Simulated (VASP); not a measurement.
Method: PBEsol GGA, VASP's PBE PAW potentials (set 64) (plane waves; VASP 6.6.1).

Input for VASP

KPOINTS:
```
K-points
0
gamma
 9 9 9
```

**POSCAR**
```
PtAl2
1.0
  0.0000000000   2.9151788783   2.9151788783
  2.9151788783   0.0000000000   2.9151788783
  2.9151788783   2.9151788783   0.0000000000
Al Pt
2 1
Cart
  1.4575894391   1.4575894391   1.4575894391
  4.3727683174   4.3727683174   4.3727683174
  0.0000000000   0.0000000000   0.0000000000
```

**INCAR**
```
# general
SYSTEM   =  PtAl2
PREC     =  Accurate
ENCUT    =  500   # plane-wave cut-off (eV)
LREAL    =  .FALSE.
LASPH    =  .TRUE.

# electronic loop
EDIFF    =  1E-6   # SCF stop (eV)
NELM     =  100   # most electronic steps
ALGO     =  Normal   # blocked Davidson
LMAXMIX  =  6

# smearing
ISMEAR   =  1
SIGMA    =  0.1

# functional
GGA      =  PS

# ions
IBRION   =  2   # conjugate gradients
NSW      =  40
ISIF     =  3
EDIFFG   =  -0.02
PSTRESS  =  100   # kbar

# output
LWAVE    =  .FALSE.
LCHARG   =  .FALSE.
```

POTCAR, in this order: Al Pt (PBE.64 set). Program: vasp_std.

What VASP printed:

OSZICAR:
```
       N       E                     dE             d eps       ncg     rms          rms(c)
DAV:   1     0.488346767610E+02    0.48835E+02   -0.67928E+03   888   0.110E+03
DAV:   2    -0.163470900855E+02   -0.65182E+02   -0.58099E+02   952   0.190E+02
DAV:   3    -0.184030054942E+02   -0.20559E+01   -0.20271E+01  1064   0.319E+01
DAV:   4    -0.184208333272E+02   -0.17828E-01   -0.17824E-01   972   0.357E+00
DAV:   5    -0.184210980289E+02   -0.26470E-03   -0.26466E-03  1064   0.457E-01    0.959E+00
DAV:   6    -0.178790584032E+02    0.54204E+00   -0.27124E+00   992   0.162E+01    0.238E+00
DAV:   7    -0.177879084437E+02    0.91150E-01   -0.18987E-01   928   0.451E+00    0.176E+00
DAV:   8    -0.177497934310E+02    0.38115E-01   -0.31852E-02   984   0.168E+00    0.268E-01
DAV:   9    -0.177495652394E+02    0.22819E-03   -0.19570E-03  1004   0.427E-01    0.172E-01
DAV:  10    -0.177495970718E+02   -0.31832E-04   -0.24392E-04   992   0.143E-01    0.181E-02
DAV:  11    -0.177495935944E+02    0.34774E-05   -0.14246E-05  1024   0.404E-02    0.851E-03
DAV:  12    -0.177495936168E+02   -0.22387E-07   -0.11707E-06   628   0.901E-03
   1 F= -.14657056E+02 E0= -.14657361E+02  d E =-.146571E+02
       N       E                     dE             d eps       ncg     rms          rms(c)
DAV:   1    -0.183374257639E+02   -0.58783E+00   -0.12567E+01   936   0.383E+01    0.730E+00
DAV:   2    -0.175298735739E+02    0.80755E+00   -0.43706E+00   920   0.215E+01    0.191E+00
DAV:   3    -0.174928509164E+02    0.37023E-01   -0.16997E-01   880   0.453E+00    0.650E-01
DAV:   4    -0.174867123259E+02    0.61386E-02   -0.18462E-02   924   0.816E-01    0.179E-01
DAV:   5    -0.174866274637E+02    0.84862E-04   -0.25064E-03  1008   0.524E-01    0.121E-01
DAV:   6    -0.174866762373E+02   -0.48774E-04   -0.30342E-04   932   0.166E-01    0.355E-02
DAV:   7    -0.174866923055E+02   -0.16068E-04   -0.15342E-05  1000   0.303E-02    0.329E-03
DAV:   8    -0.174866925037E+02   -0.19825E-06   -0.47657E-07   552   0.551E-03
   2 F= -.14619315E+02 E0= -.14619300E+02  d E =0.377406E-01
       N       E                     dE             d eps       ncg     rms          rms(c)
DAV:   1    -0.179980287823E+02   -0.51134E+00   -0.47483E+00   936   0.233E+01    0.346E+00
DAV:   2    -0.176960974127E+02    0.30193E+00   -0.15109E+00   932   0.133E+01    0.882E-01
DAV:   3    -0.176866710855E+02    0.94263E-02   -0.46359E-02   880   0.231E+00    0.445E-01
DAV:   4    -0.176844176478E+02    0.22534E-02   -0.59029E-03   916   0.446E-01    0.134E-01
DAV:   5    -0.176844014262E+02    0.16222E-04   -0.85336E-04   972   0.302E-01    0.690E-02
DAV:   6    -0.176843959512E+02    0.54750E-05   -0.12566E-04   944   0.113E-01    0.222E-02
DAV:   7    -0.176843978319E+02   -0.18806E-05   -0.47624E-06   984   0.156E-02    0.350E-03
DAV:   8    -0.176843975568E+02    0.27509E-06   -0.58630E-07   508   0.667E-03
   3 F= -.14680102E+02 E0= -.14680275E+02  d E =-.230466E-01
```

OUTCAR:
```
------------------------ aborting loop because EDIFF is reached ----------------------------------------
  FORCE on cell =-STRESS in cart. coord.  units (eV):
  Direction    XX          YY          ZZ          XY          YZ          ZX
  --------------------------------------------------------------------------------------
  Total        2.9868337      2.9868337      2.9868337     -0.0000000      0.0000000     -0.0000000
  in kB       99.4187789     99.4187789     99.4187789     -0.0000000      0.0000000     -0.0000000
  external PRESSURE =      -0.5812211 kB  Pullay stress =     100.0000000 kB
  volume of cell :       48.13
      direct lattice vectors                 reciprocal lattice vectors
     0.000000000  2.887183592  2.887183592    -0.173179150  0.173179150  0.173179150
     2.887183592  0.000000000  2.887183592     0.173179150 -0.173179150  0.173179150
     2.887183592  2.887183592  0.000000000     0.173179150  0.173179150 -0.173179150
 POSITION                                       TOTAL-FORCE (eV/Angst)
 -----------------------------------------------------------------------------------
      1.44359      1.44359      1.44359        -0.000000      0.000000      0.000000
      4.33078      4.33078      4.33078         0.000000     -0.000000     -0.000000
      0.00000      0.00000      0.00000         0.000000     -0.000000     -0.000000
 -----------------------------------------------------------------------------------
    total drift:                                0.000000     -0.000000     -0.000000
  FREE ENERGIE OF THE ION-ELECTRON SYSTEM (eV)
  ---------------------------------------------------
  free  energy   TOTEN  =       -17.6843975568 eV

  energy  without entropy=      -17.6849151590  energy(sigma->0) =      -17.68457009
  enthalpy is  TOTEN    =       -14.6801022739 eV   P V=        3.0042952829

 reached required accuracy - stopping structural energy minimisation
```
(Selected blocks of OUTCAR.)

File CONTCAR:
```
PtAl2
   1.00000000000000
     0.0000000000000000    2.8871835915500088    2.8871835915500088
     2.8871835915500088    0.0000000000000000    2.8871835915500088
     2.8871835915500088    2.8871835915500088    0.0000000000000000
  Al              Pt
     2     1
Direct
     0.2500000000000000    0.2500000000000000    0.2500000000000000
     0.7500000000000000    0.7500000000000000    0.7500000000000000
     0.0000000000000000    0.0000000000000000    0.0000000000000000
```

Energy and stress use the plane-wave basis of the starting cell.

The compound is PtAl2 in the fluorite structure. This run relaxes it under an external pressure of 10 GPa. Symmetry was kept, so distortions that lower it aren't found.
